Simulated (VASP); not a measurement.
An input for Ansatz (written as the equivalent of a VASP run, and not itself run):

Ansatz 0.2 input:
```yaml
crystal:
  lattice:
    - [0.0000000, 2.0277431, 2.0277431]
    - [2.0277431, 0.0000000, 2.0277431]
    - [2.0277431, 2.0277431, 0.0000000]
  atoms:
    - { symbol: Li, position: [0.0000000, 0.0000000, 0.0000000] }
    - { symbol: F, position: [0.5000000, 0.5000000, 0.5000000] }
kpoints:
  mp_grid: { grid: [10, 10, 10] }
hamiltonian:
  xc: pbe
  pseudopotentials: { kind: paw }
scf:
  occupations: { method: gaussian, width: 0.05 }
  max_iter: 100
output: { forces: true, stress: true, eigenvalues: true }
```

Q: Write the VASP files for the same calculation (PBE).

A: Several could match; the one computed here: 
INCAR:
```
SYSTEM = LiF
PREC = Accurate
ENCUT = 520
EDIFF = 1E-6
NELM = 100
ALGO = Normal
LREAL = .FALSE.
LASPH = .TRUE.
ISMEAR = 0
SIGMA = 0.05
GGA = PE
LWAVE = .FALSE.
LCHARG = .TRUE.
```

File POSCAR:
```
LiF
2.8676620
  0.0000000000   0.7071067355   0.7071067355
  0.7071067355   0.0000000000   0.7071067355
  0.7071067355   0.7071067355   0.0000000000
Li F
1 1
direct
  0.0000000000   0.0000000000   0.0000000000
  0.5000000000   0.5000000000   0.5000000000
```

### KPOINTS
```
Automatic mesh
0
gamma
10 10 10
0 0 0
```

POTCAR, in this order: Li_sv F (PBE.64 set). Program: vasp_std.

What does not carry over: each code has its own PAW files, so the cut-off isn't converted (ENCUT is set for VASP's; basis.ecutwfc is left out, and Ansatz then takes the one that its files recommend); Ansatz stops its SCF on the density residual and VASP on the energy change (EDIFF).

The compound is LiF in the rock salt structure. It was relaxed first.
